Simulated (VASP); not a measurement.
Data:

```
CELL_PARAMETERS angstrom
      0.00000     3.43087     3.43087
      3.43087     0.00000     3.43087
      3.43087     3.43087     0.00000
ATOMIC_POSITIONS crystal
  Hg 0.00000 0.00000 0.00000
  Te 0.25000 0.25000 0.25000
```

Method: revPBE GGA, VASP's PBE PAW potentials (set 64) (plane waves; VASP). Run with 520 eV cut-off, 9×9×9 Γ-centred mesh, first-order Methfessel-Paxton smearing of 0.10 eV, potentials Hg Te.

Unless said otherwise, spin-orbit coupling is left out, though it shifts the bands of the heavy elements here.

Task: What does the run give for the energy per atom (σ→0), pressure, band gap (on the k-mesh) with the smallest direct gap where there is one?

Result: 
The band gap (on the k-mesh) is none (metal, semimetal or under 0.01 eV), the energy per atom (σ→0) is -1.507 eV/atom and the pressure is -1.50 GPa.

Total energies compare only between runs with the same potentials, cut-off and functional.

The compound is HgTe in the zinc blende structure. This cell is one point of a volume scan, at 1.06 of the reference volume.
